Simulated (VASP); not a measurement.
Consider the following.

```xyz
2
Lattice="0.0000 3.1072 3.1072 3.1072 0.0000 3.1072 3.1072 3.1072 0.0000" Properties=species:S:1:pos:R:3 pbc="T T T"
Pb     0.0000     0.0000     0.0000
Se     3.1072     3.1072     3.1072
```

All values below come from PBE GGA, VASP's PBE PAW potentials (set 64) (plane waves; VASP). Numerical set-up: 400 eV cut-off, 8×8×8 Γ-centred mesh, tetrahedra with Blöchl corrections, potentials Pb_d Se.

Unless said otherwise, spin-orbit coupling is left out, though it shifts the bands of the heavy elements here.

**Question.** Predict the energy per atom (σ→0), band gap (on the k-mesh) with the smallest direct gap where there is one.

**Answer.** 
```yaml
band gap (on the k-mesh): 0.43 eV
smallest direct gap (on the k-mesh): 0.43 eV
energy per atom (σ→0): -4099 meV/atom
```

The structure was generated: PbSe was put into the rock salt type (Fm-3m), which need not be its known phase. It was relaxed first, which changed the volume by +27 %.
